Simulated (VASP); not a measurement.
Mg6TiCu: single point with LDA

The system is Mg6TiCu.

```
Cu Ti Mg
1.0
     4.85450    0.00000    0.00000
     0.00000    3.07261    5.40620
     0.00000   -3.07261    5.40620
Cu Ti Mg
1 1 6
Direct
  0.00000 0.81617 0.81617
  0.50000 0.67765 0.67765
  0.50000 0.16606 0.16606
  0.50000 0.15813 0.67715
  0.50000 0.67715 0.15813
  0.00000 0.33180 0.33180
  0.00000 0.34422 0.82883
  0.00000 0.82883 0.34422
```

The cell comes from a database or a generator and needn't be the stable form of this composition.

```yaml
Program: VASP 6.6.1
Task: single point
Functional: LDA
Potentials_or_basis: VASP PAW LDA potentials, release 54 (Cu, Ti_sv, Mg)
Cutoff: 520 eV
k_mesh: 6 × 5 × 5
Occupations: gaussian, width 0.02 eV
Spin: no spin polarisation
```

* Pressure: -4.1 GPa
* Largest force: 0.250 eV/Å
* Band gap on the k mesh: none (metal or under the smearing width)

Forces on the atoms (eV/Å):
```
Cu   0.000  0.000 -0.250
Ti   0.000  0.000  0.207
Mg   0.000  0.000  0.000
Mg   0.000 -0.032  0.007
Mg   0.000  0.032  0.007
Mg   0.000  0.000 -0.026
Mg   0.000  0.041  0.027
Mg   0.000 -0.041  0.027
```

Stress tensor (GPa, compression positive):
```
-4.57  0.00  0.00
 0.00 -4.03  0.00
 0.00  0.00 -3.75
```

Levels at points of the mesh, in eV from the Fermi level:
```csv
k point,band 13,band 14,band 15,band 16,band 17,band 18,band 19,band 20,band 21,band 22
"(0.00, 0.00, 0.00)",-2.06,-1.75,-1.53,-1.48,-1.05,-0.25,0.12,0.19,1.07,1.22
"(0.50, 0.00, 0.00)",-1.15,-1.06,-1.01,-0.91,-0.89,-0.55,-0.27,-0.20,0.00,0.24
```

Run time: 3.8 min on 1 thread of Intel(R) Xeon(R) Platinum 8559C (Emerald Rapids), on a shared host, peak memory 0.33 GiB.
